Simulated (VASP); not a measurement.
Output of a VASP run:

**OSZICAR**
```
       N       E                     dE             d eps       ncg     rms          rms(c)
DAV:   1     0.226483956591E+02    0.22648E+02   -0.45418E+03  1872   0.870E+02
DAV:   2    -0.316474623940E+02   -0.54296E+02   -0.53682E+02  1987   0.205E+02
DAV:   3    -0.323958411635E+02   -0.74838E+00   -0.73568E+00  2506   0.245E+01
DAV:   4    -0.324010405870E+02   -0.51994E-02   -0.51495E-02  2486   0.159E+00
DAV:   5    -0.324010978891E+02   -0.57302E-04   -0.56586E-04  2508   0.107E-01    0.316E+00
DAV:   6    -0.294390264315E+02    0.29621E+01   -0.79993E-01  1909   0.105E+01    0.141E+00
DAV:   7    -0.297318834807E+02   -0.29286E+00   -0.12406E-01  1935   0.380E+00    0.768E-01
DAV:   8    -0.296888042614E+02    0.43079E-01   -0.18363E-02  1946   0.153E+00    0.304E-01
DAV:   9    -0.297389784442E+02   -0.50174E-01   -0.24381E-02  1899   0.188E+00    0.117E-01
DAV:  10    -0.297118174055E+02    0.27161E-01   -0.12434E-02  1889   0.124E+00    0.617E-02
DAV:  11    -0.297170752711E+02   -0.52579E-02   -0.58247E-03  1896   0.788E-01    0.355E-02
DAV:  12    -0.297115964465E+02    0.54788E-02   -0.94582E-04  2054   0.315E-01    0.555E-03
DAV:  13    -0.297110665815E+02    0.52987E-03   -0.30229E-04  2002   0.192E-01    0.430E-03
DAV:  14    -0.297110666572E+02   -0.75734E-07   -0.21435E-05  2431   0.518E-02    0.234E-03
DAV:  15    -0.297110668351E+02   -0.17792E-06   -0.20663E-07  2252   0.489E-03    0.213E-03
DAV:  16    -0.297110651396E+02    0.16956E-05   -0.56502E-07  1942   0.763E-03    0.106E-03
DAV:  17    -0.297110624801E+02    0.26595E-05   -0.41319E-07  1910   0.666E-03    0.466E-04
DAV:  18    -0.297110636028E+02   -0.11227E-05   -0.79049E-08  1022   0.310E-03    0.279E-04
DAV:  19    -0.297110633368E+02    0.26605E-06   -0.47963E-09   974   0.704E-04    0.184E-04
DAV:  20    -0.297110628018E+02    0.53497E-06   -0.15925E-08   969   0.128E-03    0.446E-05
DAV:  21    -0.297110626987E+02    0.10308E-06   -0.89563E-10   968   0.383E-04    0.128E-05
DAV:  22    -0.297110626629E+02    0.35807E-07   -0.37827E-10   969   0.209E-04
   1 F= -.29711063E+02 E0= -.29711063E+02  d E =0.000000E+00
       N       E                     dE             ncg
```

File OUTCAR:
```
------------------------ aborting loop because EDIFF is reached ----------------------------------------
  FORCE on cell =-STRESS in cart. coord.  units (eV):
  Direction    XX          YY          ZZ          XY          YZ          ZX
  --------------------------------------------------------------------------------------
  Total       -0.0028610     -0.0028610     -0.0028610      0.0000000      0.0000000      0.0000000
  in kB       -0.1351699     -0.1351699     -0.1351699      0.0000000      0.0000000      0.0000000
  external PRESSURE =      -0.1351699 kB  Pullay stress =       0.0000000 kB
  volume of cell :       33.91
      direct lattice vectors                 reciprocal lattice vectors
     0.000000000  2.569054211  2.569054211    -0.194624153  0.194624153  0.194624153
     2.569054211  0.000000000  2.569054211     0.194624153 -0.194624153  0.194624153
     2.569054211  2.569054211  0.000000000     0.194624153  0.194624153 -0.194624153
 POSITION                                       TOTAL-FORCE (eV/Angst)
 -----------------------------------------------------------------------------------
      0.00000      0.00000      0.00000         0.000000      0.000000     -0.000000
 -----------------------------------------------------------------------------------
    total drift:                                0.000000      0.000000     -0.000000
  FREE ENERGIE OF THE ION-ELECTRON SYSTEM (eV)
  ---------------------------------------------------
  free  energy   TOTEN  =       -29.7110626629 eV

  energy  without entropy=      -29.7110626629  energy(sigma->0) =      -29.71106266

 total charge

# of ion       s       p       d       tot
------------------------------------------
    1        2.208   5.879   0.969   9.056
```
(Selected blocks of OUTCAR.)

**POSCAR**
```
Sm
1
    0.0000000000     2.5690542105     2.5690542105
    2.5690542105     0.0000000000     2.5690542105
    2.5690542105     2.5690542105     0.0000000000
Sm
1
Direct
  0.0000000000   0.0000000000   0.0000000000
```

Question: Write an INCAR and KPOINTS that could have produced this output.

Answer: Several could match; the one computed here: the input of the run itself, r2SCAN meta-GGA, plane waves, VASP's PBE PAW potentials (set 64).

File KPOINTS:
```
Automatic mesh
0
Gamma
14 14 14
0 0 0
```

### KPOINTS_OPT
```
k-points along high-symmetry lines
10
Line-mode
Reciprocal
  0.000000   0.000000   0.000000 ! GAMMA
  0.500000   0.000000   0.500000 ! X

  0.500000   0.000000   0.500000 ! X
  0.625000   0.250000   0.625000 ! U

  0.375000   0.375000   0.750000 ! K
  0.000000   0.000000   0.000000 ! GAMMA

  0.000000   0.000000   0.000000 ! GAMMA
  0.500000   0.500000   0.500000 ! L

  0.500000   0.500000   0.500000 ! L
  0.500000   0.250000   0.750000 ! W

  0.500000   0.250000   0.750000 ! W
  0.500000   0.000000   0.500000 ! X
```

**INCAR**
```
ENCUT = 400
LMIXTAU = T
ISIF = 2
LASPH = T   ! aspherical one-centre terms
LORBIT = 11   ! lm-projected
NEDOS = 601
PREC = Accurate
LMAXMIX = 6   ! l cut-off of mixed one-centre charges
NELM = 100
ALGO = Normal
LCHARG = F
LWAVE = F
SYSTEM = Sm
ISMEAR = -5   ! tetrahedra, Bloechl
EDIFF = 1E-7   ! SCF stop (eV)
METAGGA = R2SCAN
LREAL = F   ! projection in real space or not
```

POTCAR, in this order: Sm_3 (PBE.64 set). Program: vasp_std.

The 4f electrons are frozen in the core of the lanthanide potential, so 4f levels, which can set the real gap, and their magnetism are missing. For a metal the tetrahedron method with Blöchl corrections gives inexact stress and forces.

The structure was generated: Sm was put into the fcc type (Fm-3m), which need not be its known phase. It was relaxed first.
